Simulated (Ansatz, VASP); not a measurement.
# Cross-check of Si3N4 between VASP and Ansatz

Wanted: the spread between two codes on one cell, functional and k mesh. The cell is taken from a series of runs on this material, whose earlier steps may have relaxed, scaled, displaced or heated it; both programs get it as it stands.

Method: plane waves, with VASP 6.6.1 beside it; single point at r2SCAN, in Ansatz 0.2.0.

**1. The structure**

The structure is cubic, space group Fd-3m (No. 227). Conventional cell: a = 7.787 Å, b = 7.787 Å, c = 7.787 Å, α = 90.00°, β = 90.00°, γ = 90.00°. Si has 6 N at 1.89 Å nearest. Nearest to Si lie 4 N at 1.79 Å. Nearest to N lie 4 Si at 1.79 to 1.89 Å. Farther neighbours and most contacts between anions are not listed.

Structure file:

```cif
data_structure
_symmetry_space_group_name_H-M 'P 1'
_symmetry_Int_Tables_number 1
_cell_length_a 5.5065
_cell_length_b 5.5065
_cell_length_c 5.5065
_cell_angle_alpha 60.000
_cell_angle_beta 60.000
_cell_angle_gamma 60.000
_cell_volume 118.07
loop_
_atom_site_label
_atom_site_type_symbol
_atom_site_fract_x
_atom_site_fract_y
_atom_site_fract_z
_atom_site_occupancy
Si1 Si 0.12500 0.12500 0.62500 1
Si2 Si 0.12500 0.62500 0.12500 1
Si3 Si 0.62500 0.12500 0.12500 1
Si4 Si 0.12500 0.12500 0.12500 1
Si5 Si 0.75000 0.75000 0.75000 1
Si6 Si 0.50000 0.50000 0.50000 1
N7 N 0.36756 0.36756 0.36756 1
N8 N 0.35269 0.88244 0.88244 1
N9 N 0.88244 0.88244 0.35269 1
N10 N 0.88244 0.35269 0.88244 1
N11 N 0.36756 0.36756 0.89731 1
N12 N 0.36756 0.89731 0.36756 1
N13 N 0.88244 0.88244 0.88244 1
N14 N 0.89731 0.36756 0.36756 1
```

**2. VASP: single point, r2SCAN**

With cell and atoms fixed, the geometry can't cause a difference; cores, projectors, grids and the points listed under the comparison can.

Lines of VASP's logs that name or quote its potential files are left out, and so is its time.

The input, INCAR:

```
SYSTEM = Si3N4
PREC = Accurate
ENCUT = 660
EDIFF = 1E-06
NELM = 120
ISMEAR = 0
SIGMA = 0.01
LREAL = .FALSE.
ALGO = Normal
METAGGA = R2SCAN
LASPH = .TRUE.
NBANDS = 46
LORBIT = 11
LWAVE = .FALSE.
LCHARG = .FALSE.
ISIF = 2
GGA_COMPAT = .FALSE.
EFERMI = MIDGAP
LMIXTAU = .TRUE.
KPAR = 4
```

The input, POSCAR:

```
Si3N4
1.0
    0.0000000000      3.8937180000      3.8937180000
    3.8937180000      0.0000000000      3.8937180000
    3.8937180000      3.8937180000      0.0000000000
Si N
6 8
Direct
    0.1250000000      0.1250000000      0.6250000000
    0.1250000000      0.6250000000      0.1250000000
    0.6250000000      0.1250000000      0.1250000000
    0.1250000000      0.1250000000      0.1250000000
    0.7500000000      0.7500000000      0.7500000000
    0.5000000000      0.5000000000      0.5000000000
    0.3675630000      0.3675630000      0.3675630000
    0.3526890000      0.8824370000      0.8824370000
    0.8824370000      0.8824370000      0.3526890000
    0.8824370000      0.3526890000      0.8824370000
    0.3675630000      0.3675630000      0.8973110000
    0.3675630000      0.8973110000      0.3675630000
    0.8824370000      0.8824370000      0.8824370000
    0.8973110000      0.3675630000      0.3675630000
```

The input, KPOINTS:

```
Automatic mesh
0
Gamma
6 6 6
0 0 0
```

The projector-augmented-wave data sets are Si and N (PBE family, release 64).

Launch:

```bash
> mpirun -np 4 vasp_std
```

Numbers of over 12 decimals in the logs are rounded to 6 here.

The log of the run:

```text
[banner, memory and clock lines left out]
running    4 mpi-ranks, on    1 nodes
 distrk:  each k-point on    1 cores,    4 groups
 distr:  one band on    1 cores,    1 groups

 POSCAR found type information on POSCAR SiN
 POSCAR found :  2 types and      14 ions
|                                                                             |
|               ----> ADVICE to this user running VASP <----                  |
|                                                                             |
|     You enforced a specific xc type in the INCAR file but a different       |
|     [... a line on the potential file left out ...]
|     I HOPE YOU KNOW WHAT YOU ARE DOING!                                     |
|                                                                             |

 LDA part: xc-table for (None), standard interpolation
 POSCAR, INCAR and KPOINTS ok, starting setup
 FFT: planning ... GRIDC
 FFT: planning ... GRID_SOFT
 FFT: planning ... GRID
 WAVECAR not read
 entering main loop
       N       E                     dE             d eps       ncg     rms          rms(c)
DAV:   1     0.266571463249E+03    0.26657E+03   -0.38346E+04  1472   0.165E+03
DAV:   2    -0.148428883456E+03   -0.41500E+03   -0.39080E+03  1846   0.353E+02
DAV:   3    -0.171384774052E+03   -0.22956E+02   -0.22753E+02  1896   0.869E+01
DAV:   4    -0.171702516057E+03   -0.31774E+00   -0.31634E+00  1840   0.110E+01
DAV:   5    -0.171708960177E+03   -0.64441E-02   -0.64336E-02  1804   0.147E+00    0.270E+01
DAV:   6    -0.142256975637E+03    0.29452E+02   -0.33345E+01  1794   0.255E+01    0.155E+01
DAV:   7    -0.140637156518E+03    0.16198E+01   -0.40085E+00  1800   0.110E+01    0.599E+00
DAV:   8    -0.144201939615E+03   -0.35648E+01   -0.32056E+00  1670   0.100E+01    0.339E+00
DAV:   9    -0.141394876435E+03    0.28071E+01   -0.15715E+00  1638   0.815E+00    0.458E-01
DAV:  10    -0.141712824177E+03   -0.31795E+00   -0.21161E-01  1640   0.287E+00    0.805E-01
DAV:  11    -0.141715028790E+03   -0.22046E-02   -0.10760E-02  1834   0.688E-01    0.639E-01
DAV:  12    -0.141720285332E+03   -0.52565E-02   -0.35501E-04  1772   0.109E-01    0.617E-01
DAV:  13    -0.141764607656E+03   -0.44322E-01   -0.11847E-02  1628   0.654E-01    0.193E-01
DAV:  14    -0.141775130436E+03   -0.10523E-01   -0.88042E-03  1662   0.648E-01    0.122E-01
[...]
DAV:  21    -0.141775713397E+03   -0.32692E-04   -0.29414E-05  1782   0.300E-02    0.132E-01
DAV:  22    -0.141775721826E+03   -0.84296E-05   -0.67041E-06  1722   0.128E-02    0.144E-01
DAV:  23    -0.141775743721E+03   -0.21895E-04   -0.11931E-05  1760   0.208E-02    0.141E-01
DAV:  24    -0.141775733625E+03    0.10097E-04   -0.56669E-06  1666   0.110E-02    0.111E-01
DAV:  25    -0.141775725574E+03    0.80509E-05   -0.51195E-06  1562   0.111E-02    0.843E-02
DAV:  26    -0.141775721394E+03    0.41793E-05   -0.55718E-06  1658   0.109E-02    0.569E-02
DAV:  27    -0.141775719093E+03    0.23012E-05   -0.21267E-06   918   0.749E-03    0.340E-02
DAV:  28    -0.141775718769E+03    0.32413E-06   -0.95827E-07   906   0.539E-03
   1 F= -.14177572E+03 E0= -.14177572E+03  d E =0.000000E+00
```

From OUTCAR (step 2):

```text
ion  position               nearest neighbor table
   1  0.125  0.125  0.625-   7 1.89  13 1.89  10 1.89  12 1.89   8 1.89  14 1.89   4 2.75   2 2.75
                             3 2.75   4 2.75   2 2.75   3 2.75
   2  0.125  0.625  0.125-   7 1.89  13 1.89   9 1.89  11 1.89   8 1.89  14 1.89   4 2.75   1 2.75
                             1 2.75   3 2.75   4 2.75   3 2.75
   3  0.625  0.125  0.125-   7 1.89  13 1.89  10 1.89  11 1.89  12 1.89   9 1.89   4 2.75   1 2.75
                             2 2.75   1 2.75   2 2.75   4 2.75
   4  0.125  0.125  0.125-   9 1.89  11 1.89  10 1.89   8 1.89  12 1.89  14 1.89   1 2.75   2 2.75
                             3 2.75   1 2.75   2 2.75   3 2.75
   5  0.750  0.750  0.750-   8 1.79   9 1.79  10 1.79  13 1.79
   6  0.500  0.500  0.500-  11 1.79  12 1.79  14 1.79   7 1.79
   7  0.368  0.368  0.368-   6 1.79   2 1.89   3 1.89   1 1.89
   8  0.353  0.882  0.882-   5 1.79   4 1.89   1 1.89   2 1.89
   9  0.882  0.882  0.353-   5 1.79   4 1.89   2 1.89   3 1.89
  10  0.882  0.353  0.882-   5 1.79   4 1.89   1 1.89   3 1.89
  11  0.368  0.368  0.897-   6 1.79   4 1.89   2 1.89   3 1.89
  12  0.368  0.897  0.368-   6 1.79   4 1.89   1 1.89   3 1.89
  13  0.882  0.882  0.882-   5 1.79   2 1.89   3 1.89   1 1.89
  14  0.897  0.368  0.368-   6 1.79   4 1.89   1 1.89   2 1.89

  LATTYP: Found a face centered cubic cell.
 ALAT       =     7.7874360000

 Subroutine GETGRP returns: Found 48 space group operations
 (whereof 24 operations were pure point group operations)

The static configuration has the point symmetry T_d .
 The point group associated with its full space group is O_h .

 Found     16 irreducible k-points:

   k-points           NKPTS =     16   k-points in BZ     NKDIM =     16   number of bands    NBANDS=     46

   dimension x,y,z NGX =    48 NGY =   48 NGZ =   48
   dimension x,y,z NGXF=    96 NGYF=   96 NGZF=   96

   ENCUT  =  660.0 eV  48.51 Ry    6.96 a.u.  11.53 11.53 11.53*2*pi/ulx,y,z

   NELECT =      64.0000    total number of electrons

 k-points in reciprocal lattice and weights: Automatic mesh
   0.00000000  0.00000000  0.00000000       0.005
   0.16666667  0.00000000  0.00000000       0.037
   0.33333333  0.00000000  0.00000000       0.037
   0.50000000  0.00000000  0.00000000       0.019
   0.16666667  0.16666667  0.00000000       0.028
   0.33333333  0.16666667  0.00000000       0.111
   0.50000000  0.16666667  0.00000000       0.111
  -0.33333333  0.16666667  0.00000000       0.111
  -0.16666667  0.16666667  0.00000000       0.056
[...]
-0.33333333  0.33333333  0.16666667       0.111
  -0.33333333  0.50000000  0.16666667       0.056

 average (electrostatic) potential at core
       1 -82.4889       2 -82.4889       3 -82.4889       4 -82.4889       5 -82.7563
       6 -82.7563       7 -60.7330       8 -60.7330       9 -60.7330      10 -60.7330
      11 -60.7330      12 -60.7330      13 -60.7330      14 -60.7330

 E-fermi :  10.8480

 k-point     1 :       0.0000    0.0000    0.0000
  band No.  band energies     occupation
    ...
     28       8.7043      2.00000
     29       8.7043      2.00000
     30       8.8522      2.00000
     31       8.8522      2.00000
     32       8.8522      2.00000
     33      12.8119      0.00000
     34      12.8119      0.00000
     35      12.8119      0.00000
     36      14.4801      0.00000
     37      15.5890      0.00000
    ...

 k-point     2 :       0.1667    0.0000    0.0000
  band No.  band energies     occupation
    ...
     28       8.4673      2.00000
     29       8.4673      2.00000
     30       8.5623      2.00000
     31       8.8052      2.00000
     32       8.8052      2.00000
     33      13.2163      0.00000
     34      13.3232      0.00000
     35      13.3232      0.00000
     36      14.9914      0.00000
     37      15.9828      0.00000
    ...

 k-point     3 :       0.3333    0.0000    0.0000
  band No.  band energies     occupation
    ...
     28       8.2376      2.00000
     29       8.3428      2.00000
     30       8.3428      2.00000
     31       8.6603      2.00000
     32       8.6603      2.00000
     33      13.9629      0.00000
     34      14.4003      0.00000
     35      14.4003      0.00000
     36      16.1156      0.00000
     37      16.3107      0.00000
    ...

  Total       -4.8490917     -4.8490917     -4.8490917      0.0000000      0.0000000      0.0000000
  in kB      -65.8032729    -65.8032729    -65.8032729      0.0000000      0.0000000      0.0000000
  external PRESSURE =     -65.8032729 kB  Pullay stress =       0.0000000 kB

  energy-cutoff  :      660.00
  volume of cell :      118.07
      direct lattice vectors                 reciprocal lattice vectors
     0.000000000  3.893718000  3.893718000    -0.128411970  0.128411970  0.128411970
     3.893718000  0.000000000  3.893718000     0.128411970 -0.128411970  0.128411970
     3.893718000  3.893718000  0.000000000     0.128411970  0.128411970 -0.128411970

 POSITION                                       TOTAL-FORCE (eV/Angst)
 -----------------------------------------------------------------------------------
      2.92029      2.92029      0.97343        -0.000000     -0.000000     -0.000000
      2.92029      0.97343      2.92029        -0.000000     -0.000000     -0.000000
      0.97343      2.92029      2.92029        -0.000000     -0.000000     -0.000000
      0.97343      0.97343      0.97343        -0.000000     -0.000000     -0.000000
      5.84058      5.84058      5.84058        -0.000000     -0.000000     -0.000000
      3.89372      3.89372      3.89372        -0.000000     -0.000000     -0.000000
      2.86237      2.86237      2.86237        -0.031492     -0.031492     -0.031492
      6.87192      4.80923      4.80923         0.031492     -0.031492     -0.031492
      4.80923      4.80923      6.87192        -0.031492     -0.031492      0.031492
      4.80923      6.87192      4.80923        -0.031492      0.031492     -0.031492
      4.92506      4.92506      2.86237         0.031492      0.031492     -0.031492
      4.92506      2.86237      4.92506         0.031492     -0.031492      0.031492
      6.87192      6.87192      6.87192         0.031492      0.031492      0.031492
      2.86237      4.92506      4.92506        -0.031492      0.031492      0.031492
 -----------------------------------------------------------------------------------
    total drift:                                0.000000      0.000000      0.000000

  FREE ENERGIE OF THE ION-ELECTRON SYSTEM (eV)
  ---------------------------------------------------
  free  energy   TOTEN  =      -141.7757187691 eV

  energy  without entropy=     -141.7757187691  energy(sigma->0) =     -141.77571877

 total charge
# of ion       s       p       d       tot
------------------------------------------
    1        0.606   0.884   0.000   1.490
    2        0.606   0.884   0.000   1.490
    3        0.606   0.884   0.000   1.490
    4        0.606   0.884   0.000   1.490
    5        0.665   0.924   0.000   1.588
    6        0.665   0.924   0.000   1.588
    7        1.231   2.711   0.000   3.942
    8        1.231   2.711   0.000   3.942
    9        1.231   2.711   0.000   3.942
   10        1.231   2.711   0.000   3.942
   11        1.231   2.711   0.000   3.942
   12        1.231   2.711   0.000   3.942
   13        1.231   2.711   0.000   3.942
   14        1.231   2.711   0.000   3.942
--------------------------------------------------
tot         13.601  27.073   0.000  40.674

[... 3 further parts left out ...]
```

The run ends at a pressure of -6.58 GPa, with forces up to 0.055 eV/Å.

(Continued in part 2 of 2.)

[Lines on the potential files, build, host, timing and source positions are cut from VASP's logs without a mark.]

[Logs are printed without paths, hosts, clocks, repeated set-up lines and the standing remarks that a program may print on its own settings, such as how far it seeks lower states.]

[Hosts, paths, dates, database ids (printed as entryN), source tags and the programs' standing remarks are cut or masked in the printed files.]
